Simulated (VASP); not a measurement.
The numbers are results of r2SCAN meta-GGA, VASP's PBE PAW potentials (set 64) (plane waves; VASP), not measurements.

A VASP calculation is set up with these files.

INCAR:
```
SYSTEM = NiO
PREC = Accurate
ENCUT = 520
EDIFF = 1E-6
NELM = 100
ALGO = Normal
LREAL = .FALSE.
LASPH = .TRUE.
ISMEAR = 0
SIGMA = 0.05
METAGGA = R2SCAN
LMIXTAU = .TRUE.
LMAXMIX = 4
ISPIN = 2
MAGMOM = 2.0 0.0
LORBIT = 10
LWAVE = .FALSE.
LCHARG = .FALSE.
IBRION = 2
ISIF = 3
NSW = 60
EDIFFG = -0.01
```

### KPOINTS
```
Regular mesh
0
gamma
  10 10 10
```

### POSCAR
```
NiO
1
    2.4547340000     0.0000000000     0.0000000000
    0.0000000000     2.4547340000     0.0000000000
    0.0000000000     0.0000000000     2.4547340000
Ni O
1 1
Direct
  0.0000000000   0.0000000000   0.0000000000
  0.5000000000   0.5000000000   0.5000000000
```

POTCAR, in this order: Ni O (PBE.64 set). Program: vasp_std.

What VASP printed:

**OUTCAR**
```
 ion  position               nearest neighbor table
   1  0.000  0.000  0.000-   2 2.13   2 2.13   2 2.13   2 2.13   2 2.13   2 2.13   2 2.13   2 2.13
  LATTYP: Found a simple cubic cell.
 ALAT       =     2.4547340000
 Subroutine PRICEL returns:
 Original cell was already a primitive cell.
 Subroutine GETGRP returns: Found 48 space group operations
The static configuration has the point symmetry O_h .
The dynamic configuration has the point symmetry O_h .
The overall configuration has the point symmetry O_h .
 Subroutine INISYM returns: Found 48 space group operations
 Subroutine IBZKPT returns following result:
 Found     56 irreducible k-points:

 Following reciprocal coordinates:
            Coordinates               Weight
  0.000000  0.000000  0.000000      1.000000
  0.100000  0.000000  0.000000      6.000000
  0.200000  0.000000  0.000000      6.000000
  0.300000  0.000000  0.000000      6.000000
  0.400000  0.000000  0.000000      6.000000
  0.500000  0.000000  0.000000      3.000000
  0.100000  0.100000  0.000000     12.000000
  0.200000  0.100000  0.000000     24.000000
  0.300000  0.100000  0.000000     24.000000
  0.400000  0.100000  0.000000     24.000000
  0.500000  0.100000  0.000000     12.000000
  0.200000  0.200000  0.000000     12.000000
  0.300000  0.200000  0.000000     24.000000
  0.400000  0.200000  0.000000     24.000000
  0.500000  0.200000  0.000000     12.000000
  0.300000  0.300000  0.000000     12.000000
  0.400000  0.300000  0.000000     24.000000
  0.500000  0.300000  0.000000     12.000000
  0.400000  0.400000  0.000000     12.000000
  0.500000  0.400000  0.000000     12.000000
  0.500000  0.500000  0.000000      3.000000
  0.100000  0.100000  0.100000      8.000000
  0.200000  0.100000  0.100000     24.000000
  0.300000  0.100000  0.100000     24.000000
  0.400000  0.100000  0.100000     24.000000
  0.500000  0.100000  0.100000     12.000000
  0.200000  0.200000  0.100000     24.000000
  0.300000  0.200000  0.100000     48.000000
  0.400000  0.200000  0.100000     48.000000
  0.500000  0.200000  0.100000     24.000000
  0.300000  0.300000  0.100000     24.000000
  0.400000  0.300000  0.100000     48.000000
  0.500000  0.300000  0.100000     24.000000
  0.400000  0.400000  0.100000     24.000000
  0.500000  0.400000  0.100000     24.000000
  0.500000  0.500000  0.100000      6.000000
  0.200000  0.200000  0.200000      8.000000
  0.300000  0.200000  0.200000     24.000000
  0.400000  0.200000  0.200000     24.000000
  0.500000  0.200000  0.200000     12.000000
   k-points           NKPTS =     56   k-points in BZ     NKDIM =     56   number of bands    NBANDS=     13
   number of dos      NEDOS =    301   number of ions     NIONS =      2
   total plane-waves  NPLWV =   5832
   dimension x,y,z NGX =    18 NGY =   18 NGZ =   18
   dimension x,y,z NGXF=    36 NGYF=   36 NGZF=   36
   ions per type =               1   1
   PREC   = accura    normal or accurate (medium, high low for compatibility)
   ISTART =      0    job   : 0-new  1-cont  2-samecut
   ICHARG =      2    charge: 1-file 2-atom 10-const
   ISPIN  =      2    spin polarized calculation?
   LNONCOLLINEAR =      F non collinear calculations
   LSORBIT =      F    spin-orbit coupling
   INIWAV =      1    electr: 0-lowe 1-rand  2-diag
   ENCUT  =  520.0 eV  38.22 Ry    6.18 a.u.   4.56  4.56  4.56*2*pi/ulx,y,z
   NELM   =    100;   NELMIN=  2; NELMDL= -5     # of ELM steps
   EDIFF  = 0.1E-05   stopping-criterion for ELM
   LREAL  =      F    real-space projection
   NLSPLINE    = F    spline interpolate recip. space projectors
   LMAXMIX     =    4 max onsite mixed and CHGCAR
...
```

OSZICAR:
```
...
DAV:   6    -0.184246260813E+02    0.40842E-02   -0.51311E-02  4405   0.364E+00    0.757E-01
DAV:   7    -0.184191098827E+02    0.55162E-02   -0.14376E-02  3956   0.300E+00    0.227E-01
DAV:   8    -0.184197499582E+02   -0.64008E-03   -0.13226E-03  3205   0.443E-01    0.178E-01
DAV:   9    -0.184194647973E+02    0.28516E-03   -0.37608E-04  3683   0.479E-01    0.509E-02
DAV:  10    -0.184194621302E+02    0.26670E-05   -0.66349E-05  3512   0.144E-01    0.237E-02
DAV:  11    -0.184194656728E+02   -0.35426E-05   -0.14832E-05  3594   0.777E-02    0.895E-03
DAV:  12    -0.184194669111E+02   -0.12383E-05   -0.32492E-06  2681   0.294E-02    0.683E-03
DAV:  13    -0.184194655176E+02    0.13935E-05   -0.12146E-06  1514   0.273E-02    0.102E-03
DAV:  14    -0.184194657726E+02   -0.25503E-06   -0.14725E-07  1496   0.461E-03
   3 F= -.18419466E+02 E0= -.18418125E+02  d E =-.337351E+00  mag=    -2.0000
       N       E                     dE             d eps       ncg     rms          rms(c)
DAV:   1    -0.184210934648E+02   -0.16279E-02   -0.21592E-02  2997   0.271E+00    0.298E-01
DAV:   2    -0.184198518600E+02    0.12416E-02   -0.56201E-03  3317   0.200E+00    0.262E-01
DAV:   3    -0.184197272511E+02    0.12461E-03   -0.90695E-04  3636   0.965E-01    0.112E-01
DAV:   4    -0.184196896659E+02    0.37585E-04   -0.12791E-04  3506   0.174E-01    0.406E-02
DAV:   5    -0.184196793984E+02    0.10268E-04   -0.14481E-05  4067   0.856E-02    0.235E-02
DAV:   6    -0.184196723436E+02    0.70548E-05   -0.13274E-05  3730   0.433E-02    0.791E-03
DAV:   7    -0.184196715499E+02    0.79362E-06   -0.20924E-06  1814   0.338E-02
   4 F= -.18419672E+02 E0= -.18418330E+02  d E =-.337557E+00  mag=    -2.0000
       N       E                     dE             d eps       ncg     rms          rms(c)
DAV:   1    -0.184209987002E+02   -0.13264E-02   -0.20597E-02  2997   0.265E+00    0.292E-01
DAV:   2    -0.184198132390E+02    0.11855E-02   -0.53431E-03  3317   0.196E+00    0.256E-01
DAV:   3    -0.184196937987E+02    0.11944E-03   -0.86550E-04  3644   0.943E-01    0.110E-01
DAV:   4    -0.184196582607E+02    0.35538E-04   -0.12126E-04  3496   0.169E-01    0.397E-02
DAV:   5    -0.184196484044E+02    0.98563E-05   -0.13719E-05  4051   0.838E-02    0.229E-02
DAV:   6    -0.184196417895E+02    0.66149E-05   -0.12757E-05  3725   0.426E-02    0.775E-03
DAV:   7    -0.184196410449E+02    0.74455E-06   -0.19950E-06  1759   0.331E-02
   5 F= -.18419641E+02 E0= -.18418300E+02  d E =-.337526E+00  mag=    -2.0000
       N       E                     dE             d eps       ncg     rms          rms(c)
DAV:   1    -0.184196441644E+02   -0.23749E-05   -0.54516E-06  2942   0.425E-02    0.451E-03
DAV:   2    -0.184196429484E+02    0.12160E-05   -0.13050E-06  1492   0.310E-02    0.463E-03
DAV:   3    -0.184196430189E+02   -0.70558E-07   -0.18637E-07  1461   0.144E-02
   6 F= -.18419643E+02 E0= -.18418302E+02  d E =-.197401E-05  mag=    -2.0000
       N       E                     dE             d eps       ncg     rms          rms(c)
DAV:   1    -0.184196513703E+02   -0.84219E-05   -0.25632E-05  2962   0.941E-02    0.108E-02
DAV:   2    -0.184196481680E+02    0.32023E-05   -0.77091E-06  3002   0.758E-02    0.101E-02
DAV:   3    -0.184196480258E+02    0.14221E-06   -0.11419E-06  1489   0.365E-02
   7 F= -.18419648E+02 E0= -.18418307E+02  d E =-.698084E-05  mag=    -2.0000
       N       E                     dE             d eps       ncg     rms          rms(c)
DAV:   1    -0.184196481826E+02   -0.14583E-07   -0.30204E-07  1456   0.620E-03    0.193E-03
DAV:   2    -0.184196482521E+02   -0.69587E-07   -0.10864E-07  1456   0.956E-03
   8 F= -.18419648E+02 E0= -.18418307E+02  d E =-.226382E-06  mag=    -2.0000
       N       E                     dE             d eps       ncg     rms          rms(c)
DAV:   1    -0.184196483627E+02   -0.18014E-06   -0.77537E-08  1456   0.810E-03    0.707E-04
DAV:   2    -0.184196483686E+02   -0.59392E-08   -0.63974E-09  1456   0.104E-03
   9 F= -.18419648E+02 E0= -.18418307E+02  d E =-.342871E-06  mag=    -2.0000
       N       E                     dE             d eps       ncg     rms          rms(c)
DAV:   1    -0.184196485780E+02   -0.21533E-06   -0.32135E-08  1456   0.335E-03    0.509E-04
DAV:   2    -0.184196485344E+02    0.43639E-07   -0.74102E-09  1456   0.231E-03
  10 F= -.18419649E+02 E0= -.18418307E+02  d E =-.508626E-06  mag=    -2.0000
       N       E                     dE             d eps       ncg     rms          rms(c)
DAV:   1    -0.184196489265E+02   -0.34847E-06   -0.11447E-07  1456   0.708E-03    0.800E-04
DAV:   2    -0.184196488303E+02    0.96242E-07   -0.33950E-08  1456   0.524E-03
  11 F= -.18419649E+02 E0= -.18418308E+02  d E =-.804493E-06  mag=    -2.0000
       N       E                     dE             d eps       ncg     rms          rms(c)
DAV:   1    -0.184196496175E+02   -0.69099E-06   -0.45355E-07  1456   0.140E-02    0.151E-03
DAV:   2    -0.184196494082E+02    0.20931E-06   -0.13234E-07  1456   0.102E-02
  12 F= -.18419649E+02 E0= -.18418308E+02  d E =-.138242E-05  mag=    -2.0000
       N       E                     dE             d eps       ncg     rms          rms(c)
DAV:   1    -0.184196510298E+02   -0.14123E-05   -0.18116E-06  1613   0.277E-02    0.300E-03
DAV:   2    -0.184196505515E+02    0.47822E-06   -0.52853E-07  1456   0.204E-02
  13 F= -.18419651E+02 E0= -.18418309E+02  d E =-.252578E-05  mag=    -2.0000
       N       E                     dE             d eps       ncg     rms          rms(c)
DAV:   1    -0.184196540210E+02   -0.29912E-05   -0.75494E-06  2922   0.555E-02    0.601E-03
DAV:   2    -0.184196527926E+02    0.12284E-05   -0.18836E-06  1749   0.379E-02    0.537E-03
DAV:   3    -0.184196527670E+02    0.25559E-07   -0.29357E-07  1456   0.180E-02
  14 F= -.18419653E+02 E0= -.18418312E+02  d E =-.474127E-05  mag=    -2.0000
       N       E                     dE             d eps       ncg     rms          rms(c)
DAV:   1    -0.184196603581E+02   -0.75655E-05   -0.24650E-05  2957   0.922E-02    0.108E-02
DAV:   2    -0.184196572396E+02    0.31185E-05   -0.75004E-06  3042   0.750E-02    0.986E-03
DAV:   3    -0.184196570836E+02    0.15595E-06   -0.11341E-06  1474   0.363E-02
  15 F= -.18419657E+02 E0= -.18418316E+02  d E =-.905784E-05  mag=    -2.0000
       N       E                     dE             d eps       ncg     rms          rms(c)
DAV:   1    -0.184196750951E+02   -0.17856E-04   -0.10027E-04  2992   0.186E-01    0.216E-02
DAV:   2    -0.184196655941E+02    0.95009E-05   -0.30230E-05  3332   0.151E-01    0.198E-02
DAV:   3    -0.184196648869E+02    0.70726E-06   -0.50911E-06  3312   0.729E-02
  16 F= -.18419665E+02 E0= -.18418324E+02  d E =-.168611E-04  mag=    -2.0000
       N       E                     dE             d eps       ncg     rms          rms(c)
DAV:   1    -0.184197122627E+02   -0.46669E-04   -0.40776E-04  2987   0.373E-01    0.433E-02
DAV:   2    -0.184196801455E+02    0.32117E-04   -0.11930E-04  3332   0.298E-01    0.391E-02
DAV:   3    -0.184196772876E+02    0.28578E-05   -0.20003E-05  3623   0.144E-01    0.161E-02
DAV:   4    -0.184196771181E+02    0.16953E-06   -0.27785E-06  2777   0.225E-02
  17 F= -.18419677E+02 E0= -.18418336E+02  d E =-.290923E-04  mag=    -2.0000
       N       E                     dE             d eps       ncg     rms          rms(c)
DAV:   1    -0.184198147000E+02   -0.13741E-03   -0.16997E-03  2997   0.753E-01    0.854E-02
DAV:   2    -0.184196996833E+02    0.11502E-03   -0.44465E-04  3332   0.567E-01    0.755E-02
DAV:   3    -0.184196893909E+02    0.10292E-04   -0.73800E-05  3636   0.275E-01    0.323E-02
DAV:   4    -0.184196875523E+02    0.18386E-05   -0.10399E-05  3408   0.480E-02    0.118E-02
DAV:   5    -0.184196870575E+02    0.49484E-06   -0.10231E-06  1551   0.251E-02
  18 F= -.18419687E+02 E0= -.18418346E+02  d E =-.390317E-04  mag=    -2.0000
```

File OUTCAR:
```
------------------------ aborting loop because EDIFF is reached ----------------------------------------
  FORCE on cell =-STRESS in cart. coord.  units (eV):
  Direction    XX          YY          ZZ          XY          YZ          ZX
  --------------------------------------------------------------------------------------
  Total       -0.0029051     -0.0029051     -0.0029051      0.0000000      0.0000000      0.0000000
  in kB       -0.2693420     -0.2693420     -0.2693420      0.0000000      0.0000000      0.0000000
  external PRESSURE =      -0.2693420 kB  Pullay stress =       0.0000000 kB
  volume of cell :       17.28
      direct lattice vectors                 reciprocal lattice vectors
     2.585373802 -0.000000000 -0.000000000     0.386791264 -0.000000000  0.000000000
     0.000000000  2.585373802 -0.000000000     0.000000000  0.386791264 -0.000000000
    -0.000000000  0.000000000  2.585373802     0.000000000  0.000000000  0.386791264
 POSITION                                       TOTAL-FORCE (eV/Angst)
 -----------------------------------------------------------------------------------
      0.00000      2.58537     -0.00000         0.000000     -0.000000      0.000000
      1.29269      1.29269      1.29269        -0.000000      0.000000      0.000000
 -----------------------------------------------------------------------------------
    total drift:                                0.000000      0.000000     -0.000000
  FREE ENERGIE OF THE ION-ELECTRON SYSTEM (eV)
  ---------------------------------------------------
  free  energy   TOTEN  =       -18.4196870575 eV

  energy  without entropy=      -18.4170053874  energy(sigma->0) =      -18.41834622

 total charge

# of ion       s       p       d       tot
------------------------------------------
    1        0.310   0.367   8.256   8.933
    2        1.597   3.367   0.000   4.964
--------------------------------------------------
tot          1.906   3.734   8.256  13.897

 magnetization (x)

# of ion       s       p       d       tot
------------------------------------------
    1        0.011   0.007  -1.502  -1.484
    2       -0.014  -0.472   0.000  -0.487
--------------------------------------------------
tot         -0.003  -0.465  -1.502  -1.971

 reached required accuracy - stopping structural energy minimisation
```
(Selected blocks of OUTCAR.)

CONTCAR:
```
NiO
   1.00000000000000
     2.5853738024549919   -0.0000000000000000   -0.0000000000000000
     0.0000000000000000    2.5853738024549919   -0.0000000000000000
    -0.0000000000000000    0.0000000000000000    2.5853738024549919
  Ni              O
     1     1
Direct
     0.0000000000000000    1.0000000000000000    0.0000000000000000
     0.5000000000000000    0.5000000000000000    0.5000000000000000
```

Energy and stress use the plane-wave basis of the starting cell. The moments were started parallel, and other spin orders were not tried in this run.

The structure was generated: NiO was put into the CsCl type (Pm-3m), which need not be its known phase. This run relaxes it. Symmetry was kept, so distortions that lower it aren't found.
